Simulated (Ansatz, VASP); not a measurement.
## GeMo: VASP beside Ansatz

One calculation is typed for both programs; each brings its own data sets and cutoff. How far apart do they land? The cell is invented: As first built, before any earlier steps moved the atoms (in the runner's words): it takes the WC structure with all of its atoms replaced by other elements, volume scaled by an estimate. It may not be a known or stable phase. The cell is taken from a series of VASP runs on this material, whose earlier steps may have relaxed, scaled or displaced it; both programs get it as it stands.

Program: Ansatz 0.2.0. Level of theory: plane waves, with VASP 6.6.1 beside it; band structure at r2SCAN. Results are calculated unless marked as measured.

### 1. Starting point

The structure is hexagonal, space group P-6m2 (No. 187). Conventional cell: a = 3.212 Å, b = 3.212 Å, c = 3.578 Å, α = 90.00°, β = 90.00°, γ = 120.00°. Nearest to Mo lie 6 Ge at 2.58 Å. Nearest to Ge lie 6 Mo at 2.58 Å. As first built, before any earlier steps moved the atoms (in the runner's words): sites of the WC structure (space group 187) filled with other elements, volume scaled by an estimate. Farther neighbours are not listed.

As a file:

```cif
data_structure
_symmetry_space_group_name_H-M 'P 1'
_symmetry_Int_Tables_number 1
_cell_length_a 3.2125
_cell_length_b 3.2125
_cell_length_c 3.5784
_cell_angle_alpha 90.000
_cell_angle_beta 90.000
_cell_angle_gamma 120.000
_cell_volume 31.98
loop_
_atom_site_label
_atom_site_type_symbol
_atom_site_fract_x
_atom_site_fract_y
_atom_site_fract_z
_atom_site_occupancy
Mo1 Mo 0.00000 0.00000 0.00000 1
Ge2 Ge 0.66667 0.33333 0.50000 1
```

### 2. Ansatz: band structure, r2SCAN

Ansatz runs on its default PAW (the set named soft_2) files.

A single point gives forces, pressure and levels at one fixed geometry, so differences don't come from the geometry; what else differs is listed under the comparison.

The input, input.yaml:

```yaml
crystal:
  lattice:
    - [3.2124995106, 1.42e-08, 0.0]
    - [-1.6062492255, 2.7821059019, 0.0]
    - [0.0, 0.0, 3.5784299713]
  atoms:
    - { symbol: Mo, position: [0.0, 0.0, 0.0] }
    - { symbol: Ge, position: [0.66666667, 0.33333333, 0.5] }
hamiltonian:
  xc: r2scan
  pseudopotentials: { kind: paw }
kpoints:
  mp_grid: { grid: [5, 5, 4] }
  band_path:
    path:
      - [0.0, 0.0, 0.0]
      - [0.13333, 0.0, 0.0]
      - [0.3, 0.0, 0.0]
      - [0.46667, 0.0, 0.0]
      - [0.46667, 0.06667, 0.0]
      - [0.41111, 0.17778, 0.0]
      - [0.35556, 0.28889, 0.0]
      - [0.28889, 0.28889, 0.0]
      - [0.17778, 0.17778, 0.0]
      - [0.06667, 0.06667, 0.0]
      - [0.0, 0.0, 0.03333]
      - [0.0, 0.0, 0.2]
      - [0.0, 0.0, 0.36667]
      - [0.0, 0.0, 0.5]
      - [0.16667, 0.0, 0.5]
      - [0.3, 0.0, 0.5]
      - [0.46667, 0.0, 0.5]
      - [0.46667, 0.06667, 0.5]
      - [0.41111, 0.17778, 0.5]
      - [0.35556, 0.28889, 0.5]
      - [0.28889, 0.28889, 0.5]
      - [0.17778, 0.17778, 0.5]
      - [0.06667, 0.06667, 0.5]
      - [0.5, 0.0, 0.46667]
      - [0.5, 0.0, 0.3]
      - [0.5, 0.0, 0.13333]
      - [0.33333, 0.33333, 0.0]
      - [0.33333, 0.33333, 0.16667]
      - [0.33333, 0.33333, 0.33333]
      - [0.33333, 0.33333, 0.5]
    npoints: 1
scf:
  occupations: { method: gaussian, width: 0.02 }
  n_extra_bands: 7
output:
  forces: true
  stress: true
  eigenvalues: true
```

Command:

```
$ ansatz run input.yaml --threads 2 --pin off --max-ram 4608MiB --backend cpu --events-out ev --progress --plain --runs-dir out
```

Numbers of over 12 decimals in the logs are rounded to 6 here.

The log of the run:

```text
Warning: the atoms were moved onto the symmetric positions of the space group found under crystal.symmetry.tolerance 1.0e-5 (fractional; no operation is sought that the atoms, as they stand in a round, miss by more than twice it, and no atom is moved by as much as it), and the run uses the moved positions. Before a round's move an operation carried an atom to 1.61e-8 Å from where it should land, the largest such dist [...]
scf.n_extra_bands = 7 over 14 filled bands (N_el = 28.0): the run solves 21 bands
Engine: ansatz 0.2.0, aarch64-unknown-linux-gnu
Pseudopotentials: kind: paw
Pseudopotential: Mo, paw, valence charge 14, recommended cutoff 500 eV (meta_gga), Mo.paw.azcp
Pseudopotential: Ge, paw, valence charge 14, recommended cutoff 500 eV (meta_gga), Ge.paw.azcp
Functional definition: r2SCAN
  parameter k0 = 0.174
  parameter k1 = 0.065
  parameter a1 = 4.9479
  exchange = r2scan_x(k0 = k0, k1 = k1, a1 = a1)
  correlation = r2scan_c
Crystal: 2 atoms, lattice volume = 31.982 Å³
Basis set: ecut = 500 eV, 811 PW (Γ), exchange–correlation on 96×96×108 points (64 copies of the dense FFT grid, shifted against one another)
Bands: 21, of which v1, the nominal top of the filled ones, is band 14 counted from 1 (13 counted from 0)
Symmetry: 12 space group operations
Space group: P-6m2 (ITA 187), of the structure as read, at distance tolerance 3.2e-5 Å
k-points: 15 of 100 (time reversal used)
Non-local potential: Mo, projectors of the file, l = 0: 3, l = 1: 2, l = 2: 2, l = 3: 1
Non-local potential: Ge, projectors of the file, l = 0: 2, l = 1: 2, l = 2: 3, l = 3: 1
PAW form: soft (Blöchl's): semilocal exchange-correlation on the pseudo side does not see the compensation charge
PAW frozen core: Mo, regenerated for the run's functional (the file was generated under x = pbe(κ = 0.804, μ = 0.219515), c = pbe(β = 0.066725))
PAW frozen core: Ge, regenerated for the run's functional (the file was generated under x = pbe(κ = 0.804, μ = 0.219515), c = pbe(β = 0.066725))
PAW one-centre angular grid: Mo, 590 points (default); XC on 160 Gauss nodes
PAW one-centre angular grid: Ge, 590 points (default); XC on 160 Gauss nodes
Initial density: superposition of atomic densities (neutral atoms: chi_scale 0, normalization atom), corrected by the library's trained network
Initial wavefunctions: pseudopotential atomic-orbital guess
Functional: x = r2scan, c = r2scan; τ floored in thin density (d = 2e-4 eV/Å³)
SCF iter   1: F=—  HF=-9270.517964 eV  |F-HF|=—  |Δ(HF+E_count)|=         —  Δρ=1.40e-2  dr2=8.79e-2  dr2_τ=2.07e-2  ethr=1.77e-3  ⟨swp⟩=5.7  Hψ=1428  notcnv=0  defer=1
preconditioner: auto → none  [insulator: Δε(μ)=0.063 eV  Ē_g=21.284 eV  σ=0.020 eV  W_gap=0.97  n_scr=8 (ndim 8)  ℏωp=29.4 eV  f_vac=0.000  D(μ)=0.43/eV (n_scr^D=0)  ε∞_Penn≈2.9]
SCF iter   2: F=—  HF=-9270.541090 eV  |F-HF|=—  |Δ(HF+E_count)|=   2.31e-2  Δρ=1.26e-2  dr2=9.66e-2  dr2_τ=1.27e-2  ethr=3.14e-4  ⟨swp⟩=3.3  Hψ=729  notcnv=0  defer=24
SCF iter   3: F=—  HF=-9270.521527 eV  |F-HF|=—  |Δ(HF+E_count)|=   1.96e-2  Δρ=3.33e-3  dr2=1.33e-3  dr2_τ=6.96e-5  ethr=3.14e-4  ⟨swp⟩=2.1  Hψ=434  notcnv=0  defer=24
SCF iter   4: F=—  HF=-9270.522911 eV  |F-HF|=—  |Δ(HF+E_count)|=   1.38e-3  Δρ=1.17e-3  dr2=2.60e-4  dr2_τ=4.51e-5  ethr=4.74e-6  ⟨swp⟩=2.0  Hψ=567  notcnv=0  defer=24
SCF iter   5: F=—  HF=-9270.522894 eV  |F-HF|=—  |Δ(HF+E_count)|=   1.73e-5  Δρ=4.14e-4  dr2=1.61e-5  dr2_τ=2.90e-6  ethr=9.29e-7  ⟨swp⟩=2.9  Hψ=504  notcnv=0  defer=24
SCF iter   6: F=—  HF=-9270.522926 eV  |F-HF|=—  |Δ(HF+E_count)|=   3.28e-5  Δρ=7.63e-5  dr2=8.35e-7  dr2_τ=6.47e-8  ethr=5.75e-8  ⟨swp⟩=2.0  Hψ=488  notcnv=0  defer=24
SCF iter   7: F=—  HF=-9270.522928 eV  |F-HF|=—  |Δ(HF+E_count)|=   1.37e-6  Δρ=2.36e-5  dr2=1.12e-7  dr2_τ=2.38e-8  ethr=3.57e-10  ⟨swp⟩=9.5  Hψ=1501  notcnv=0
SCF iter   8: F=-9270.522928 eV  HF=-9270.522928 eV  |F-HF|=7.26e-9  |Δ(HF+E_count)|=   3.24e-8  Δρ=7.49e-6  dr2=9.61e-9  dr2_τ=1.32e-9  ethr=3.57e-10  ⟨swp⟩=4.1  Hψ=884  notcnv=0
SCF 1 converged in 8 iterations: F = -9270.522928 eV  dr2 = 9.61e-9
  greatest PAW one-centre occupation: 0.998 electrons in one spin orbital (limit 2), on the Ge atom at site 1 (counted from 0), in its partial waves of l = 2
NSCF: frozen V_eff on 30 k-points
SCF converged after 8 iterations
Free energy (F): -9270.522928 eV
Harris-Foulkes:  -9270.522928 eV  (|F-HF|=7.26e-9)
Internal energy: -9270.521939 eV  (E = F + TS)
E sigma→0 (E₀):  -9270.522433 eV
Entropy (-TS):   -0.000989 eV (-0.494 meV/atom)
Fermi energy:    16.609195 eV
--- Per-component energies (eV) ---
  E_band       = -167.123256
  E_kinetic    = 552.591162
  E_local      = -2872.716495  (includes V_loc(G=0)·N_el)
  E_nonlocal   = 563.487065
  E_hartree    = 1182.147346
  E_xc         = -248.339018
  E_vxc        = -325.349526  (∫ρ·V_xc dr)
  E_paw        = -5251.593145  (= ΣΔE_a)
  E_vpaw       = -470.370749  (= ΣTr[D̂ρ^β])
  E_aug_tail   = 0.000021  (compensation charges beyond the density's cutoff)
  E_vtau       = 20.940878  (kinetic-family band-sum trace: ∫τ·v_τ [+ j·A + Jᵃ·Aᵃ] dr)
  E_ewald      = -3194.791906
  E_core_change = -1.306969  (= ΣΔE_core)
  E_smearing   = -0.000989  (= −TS)
  E_closure    = 0.000000  (closes the sum)
  Σ components = -9270.522928   (vs F -9270.522928, Δ=0.00e0)
--- Forces (eV/Å), atoms counted from 1 ---
  atom   1  Mo     0.00000000     0.00000000     0.00000000
  atom   2  Ge     0.00000000     0.00000000     0.00000000
  max |Σ_I F_I| component: 6.48e-17 eV/Å
--- Stress (GPa, compression-positive) ---
       -0.711388       0.000000       0.000000
        0.000000      -0.711388       0.000000
        0.000000       0.000000      -4.009645
  P = ⅓ Tr σ = -1.8108 GPa (-18.108 kbar)
--- Band table (eV; the first three rows and the last of 15) ---
  k-point 0: bands = [... 10 lower, 13.3474, 15.0545, 15.0545, 16.8367, 17.2759, 17.2759, 23.9574, 23.9574, ... 3 higher]
  k-point 1: bands = [... 10 lower, 11.9179, 15.3468, 15.3468, 16.6292, 16.6292, 16.6461, 23.9369, 23.9369, ... 3 higher]
  k-point 2: bands = [... 10 lower, 9.9024, 15.8205, 15.8205, 15.9626, 15.9626, 17.0902, 23.3066, 23.3066, ... 3 higher]
  k-point 14: bands = [... 10 lower, 11.8110, 12.4942, 14.6290, 15.5975, 17.9994, 20.3373, 20.8613, 22.4126, ... 3 higher]
```

It took 2.9 s on 2 threads of Arm Neoverse V2, shared host; peak memory 0.35 GiB; 5.3 s of CPU time.

In the SCF lines HF is the Harris–Foulkes energy and dr2 the Hartree energy of the density residual, in eV; the loop may stop once dr2 is under the threshold and the program's other checks hold. Hψ counts applications of the Hamiltonian.

### 3. VASP: band structure, r2SCAN

The same cell, functional, mesh and smearing now go to VASP, with its own data sets and cutoff.

Lines of VASP's logs that name or quote its potential files are left out, and so is its time.

The input, INCAR:

```
SYSTEM = GeMo
PREC = Accurate
ENCUT = 410
EDIFF = 1E-06
NELM = 100
ISMEAR = 0
SIGMA = 0.02
LREAL = .FALSE.
ALGO = Normal
METAGGA = R2SCAN
LASPH = .TRUE.
NBANDS = 26
LORBIT = 11
LWAVE = .FALSE.
LCHARG = .FALSE.
KPAR = 4
```

The input, POSCAR:

```
GeMo
1.0
    3.2124995106      0.0000000142      0.0000000000
   -1.6062492255      2.7821059019      0.0000000000
    0.0000000000      0.0000000000      3.5784299713
Mo Ge
1 1
Direct
    0.0000000000      0.0000000000      0.0000000000
    0.6666666700      0.3333333300      0.5000000000
```

The input, KPOINTS:

```
Automatic mesh
0
Gamma
5 5 4
0 0 0
```

The input, KPOINTS_OPT:

```
Line mode
16
Line-mode
Reciprocal
  0.00000000   0.00000000   0.00000000 GAMMA
  0.50000000   0.00000000   0.00000000 M

  0.50000000   0.00000000   0.00000000 M
  0.33333333   0.33333333   0.00000000 K

  0.33333333   0.33333333   0.00000000 K
  0.00000000   0.00000000   0.00000000 GAMMA

  0.00000000   0.00000000   0.00000000 GAMMA
  0.00000000   0.00000000   0.50000000 A

  0.00000000   0.00000000   0.50000000 A
  0.50000000   0.00000000   0.50000000 L

  0.50000000   0.00000000   0.50000000 L
  0.33333333   0.33333333   0.50000000 H

  0.33333333   0.33333333   0.50000000 H
  0.00000000   0.00000000   0.50000000 A

  0.50000000   0.00000000   0.50000000 L
  0.50000000   0.00000000   0.00000000 M

  0.33333333   0.33333333   0.00000000 K
  0.33333333   0.33333333   0.50000000 H
```

PAW data sets: Mo_sv and Ge_d (PBE family, release 64).

Command:

```
$ mpirun -np 4 vasp_std
```

The log of the run:

```text
[banner, memory and clock lines left out]
running    4 mpi-ranks, on    1 nodes
 distrk:  each k-point on    1 cores,    4 groups
 distr:  one band on    1 cores,    1 groups

 POSCAR found type information on POSCAR MoGe
 POSCAR found :  2 types and       2 ions
|                                                                             |
|               ----> ADVICE to this user running VASP <----                  |
|                                                                             |
|     You enforced a specific xc type in the INCAR file but a different       |
|     [... a line on the potential file left out ...]
|     I HOPE YOU KNOW WHAT YOU ARE DOING!                                     |
|                                                                             |

 LDA part: xc-table for (None), standard interpolation
 POSCAR, INCAR and KPOINTS ok, starting setup
 FFT: planning ... GRIDC
 FFT: planning ... GRID_SOFT
 FFT: planning ... GRID
 WAVECAR not read
 entering main loop
       N       E                     dE             d eps       ncg     rms          rms(c)
DAV:   1     0.166247056340E+03    0.16625E+03   -0.12023E+04  1008   0.233E+03
DAV:   2    -0.308552332682E+02   -0.19710E+03   -0.18698E+03   798   0.484E+02
DAV:   3    -0.474939371687E+02   -0.16639E+02   -0.16414E+02   862   0.928E+01
DAV:   4    -0.477861064979E+02   -0.29217E+00   -0.29199E+00   912   0.127E+01
DAV:   5    -0.477888549157E+02   -0.27484E-02   -0.27483E-02   880   0.140E+00    0.180E+01
DAV:   6    -0.399594182739E+02    0.78294E+01   -0.37314E+00   800   0.160E+01    0.211E+00
DAV:   7    -0.399660600698E+02   -0.66418E-02   -0.13004E-01   960   0.321E+00    0.144E+00
DAV:   8    -0.399709911783E+02   -0.49311E-02   -0.14060E-02   906   0.958E-01    0.532E-01
DAV:   9    -0.399741227429E+02   -0.31316E-02   -0.69531E-03   894   0.630E-01    0.162E-01
DAV:  10    -0.399743355598E+02   -0.21282E-03   -0.37094E-04   896   0.145E-01    0.602E-02
DAV:  11    -0.399744102975E+02   -0.74738E-04   -0.10399E-04   906   0.831E-02    0.181E-02
DAV:  12    -0.399744095736E+02    0.72390E-06   -0.79053E-06   962   0.298E-02
   1 F= -.39974410E+02 E0= -.39973911E+02  d E =-.996357E-03
 Start KPOINTS_OPT (optional k-point list driver)
k-point batch [1-15\144]
       N       E                     dE             ncg
DAV:   1    -0.198442933585E+04   -0.80920E+04      968
DAV:   2    -0.504416776585E+04   -0.30597E+04      806
DAV:   3    -0.529833721446E+04   -0.25417E+03      836
DAV:   4    -0.530281212438E+04   -0.44749E+01      890
DAV:   5    -0.530285761188E+04   -0.45487E-01      908
DAV:   6    -0.530285840105E+04   -0.78918E-03      928
DAV:   7    -0.530285841984E+04   -0.18785E-04      920
DAV:   8    -0.530285842026E+04   -0.41637E-06      710
[...]
k-point batch [136-144\144]
       N       E                     dE             ncg
DAV:   1     0.497906193518E+04   -0.11171E+05      624
DAV:   2     0.316413696699E+04   -0.18149E+04      476
DAV:   3     0.300732110596E+04   -0.15682E+03      532
DAV:   4     0.300429042182E+04   -0.30307E+01      552
DAV:   5     0.300426101664E+04   -0.29405E-01      512
DAV:   6     0.300426046551E+04   -0.55113E-03      562
DAV:   7     0.300426045132E+04   -0.14188E-04      524
DAV:   8     0.300426045097E+04   -0.35604E-06      432
```

OUTCAR, selected parts (step 3):

```text
ion  position               nearest neighbor table
   1  0.000  0.000  0.000-   2 2.58   2 2.58   2 2.58   2 2.58   2 2.58   2 2.58
   2  0.667  0.333  0.500-   1 2.58   1 2.58   1 2.58   1 2.58   1 2.58   1 2.58

  LATTYP: Found a hexagonal cell.
 ALAT       =     3.2124995106
 C/A-ratio  =     1.1139083320

 Subroutine GETGRP returns: Found 12 space group operations
 (whereof 12 operations were pure point group operations)

The static configuration has the point symmetry D_3h.

 Found     15 irreducible k-points:

   k-points           NKPTS =     15   k-points in BZ     NKDIM =     15   number of bands    NBANDS=     26

   dimension x,y,z NGX =    24 NGY =   24 NGZ =   24
   dimension x,y,z NGXF=    48 NGYF=   48 NGZF=   48

   ENCUT  =  410.0 eV  30.13 Ry    5.49 a.u.   5.30  5.30  5.91*2*pi/ulx,y,z

   NELECT =      28.0000    total number of electrons

 k-points in reciprocal lattice and weights: Automatic mesh
   0.00000000  0.00000000  0.00000000       0.010
   0.20000000  0.00000000  0.00000000       0.060
   0.40000000  0.00000000  0.00000000       0.060
   0.20000000  0.20000000  0.00000000       0.060
   0.40000000  0.20000000  0.00000000       0.060
   0.00000000  0.00000000  0.25000000       0.020
   0.20000000  0.00000000  0.25000000       0.120
   0.40000000  0.00000000  0.25000000       0.120
   0.20000000  0.20000000  0.25000000       0.120
[...]
0.20000000  0.20000000  0.50000000       0.060
   0.40000000  0.20000000  0.50000000       0.060

 average (electrostatic) potential at core
       1 -76.8829       2 -73.8800

 E-fermi :   9.9089

 k-point     1 :       0.0000    0.0000    0.0000
  band No.  band energies     occupation
    ...
      9     -14.9815      2.00000
     10      -2.4577      2.00000
     11       6.6375      2.00000
     12       8.3490      2.00000
     13       8.3490      2.00000
     14      10.1363      0.00000
     15      10.5729      0.00000
     16      10.5729      0.00000
     17      17.2577      0.00000
     18      17.2578      0.00000
    ...

 k-point     2 :       0.2000    0.0000    0.0000
  band No.  band energies     occupation
    ...
     10      -1.6248      2.00000
     11       6.7814      2.00000
     12       7.5630      2.00000
     13       7.9687      2.00000
     14       9.1024      2.00000
     15      10.3780      0.00000
     16      13.4802      0.00000
     17      13.9355      0.00000
     18      15.4707      0.00000
     19      18.6573      0.00000
    ...

 k-point     3 :       0.4000    0.0000    0.0000
  band No.  band energies     occupation
    ...
      9     -14.9502      2.00000
     10       0.4497      2.00000
     11       4.7539      2.00000
     12       6.7427      2.00000
     13       7.3316      2.00000
     14      10.0853      0.00000
     15      10.8997      0.00000
     16      13.0100      0.00000
     17      13.3088      0.00000
     18      15.9018      0.00000
    ...

  Total       -0.2175582     -0.2175582     -0.8664846     -0.0000000     -0.0000000     -0.0000000
  in kB      -10.8987532    -10.8987510    -43.4072432     -0.0000021     -0.0000000     -0.0000000
  external PRESSURE =     -21.7349158 kB  Pullay stress =       0.0000000 kB

  energy-cutoff  :      410.00
  volume of cell :       31.98
      direct lattice vectors                 reciprocal lattice vectors
     3.212499511  0.000000014  0.000000000     0.311284093  0.179719914  0.000000000
    -1.606249226  2.782105902  0.000000000    -0.000000002  0.359439947  0.000000000
     0.000000000  0.000000000  3.578429971     0.000000000  0.000000000  0.279452164

 POSITION                                       TOTAL-FORCE (eV/Angst)
 -----------------------------------------------------------------------------------
      0.00000      0.00000      0.00000        -0.000000     -0.000000      0.000000
      1.60625      0.92737      1.78921         0.000000      0.000000      0.000000
 -----------------------------------------------------------------------------------
    total drift:                               -0.000020      0.000003     -0.000000

  FREE ENERGIE OF THE ION-ELECTRON SYSTEM (eV)
  ---------------------------------------------------
  free  energy   TOTEN  =       -39.9744095736 eV

  energy  without entropy=      -39.9734132163  energy(sigma->0) =      -39.97391139

 total charge
# of ion       s       p       d       tot
------------------------------------------
    1        2.262   6.165   3.964  12.392
    2        1.119   1.357  10.086  12.562
--------------------------------------------------
tot          3.381   7.521  14.051  24.953

[... 3 further parts left out ...]
```

Spin-orbit coupling is off here; it would split degenerate levels. At this level the cell is under a tension of 2.2 GPa, so at these settings it is away from equilibrium.

### 4. Side by side

Known differences besides the potentials themselves: VASP keeps PBE cores, Ansatz makes them for the functional; the cutoff is 500 eV in Ansatz and 410 eV in VASP. Total energies have different zeros and are not compared.

Both answers:

| quantity | Ansatz | VASP | difference |
| --- | --- | --- | --- |
| pressure (GPa) | -1.81 | -2.17 | +0.36 |
| pressure without Ansatz's Pulay correction (GPa) | -1.89 | -2.17 | +0.29 |

Levels from 3 eV below to 2 eV above the Fermi level differ by 3 meV r.m.s. and 7 meV at most; each VASP level is matched to the nearest of Ansatz, which flatters the figure a little. Ansatz's pressure holds a Pulay correction of 0.08 GPa; VASP's holds none.

### 5. Outcome

* r.m.s. difference of levels near the Fermi level (band structure, r2SCAN): 3.2 meV

In words: The r.m.s. difference of levels near the Fermi level is 3.2 meV (band structure, r2SCAN), within the 80 meV picked in this series as the mark of a large difference. Such differences can come from data sets, numerical settings and the points named under the comparisons, not from the functional's error against experiment.

[Lines on the potential files, build, host, timing and source positions are cut from VASP's logs without a mark.]

[Logs are printed without paths, hosts, clocks, repeated set-up lines and the standing remarks that a program may print on its own settings, such as how far it seeks lower states.]

[Hosts, paths, dates, database ids (printed as entryN), source tags and the programs' standing remarks are cut or masked in the printed files.]
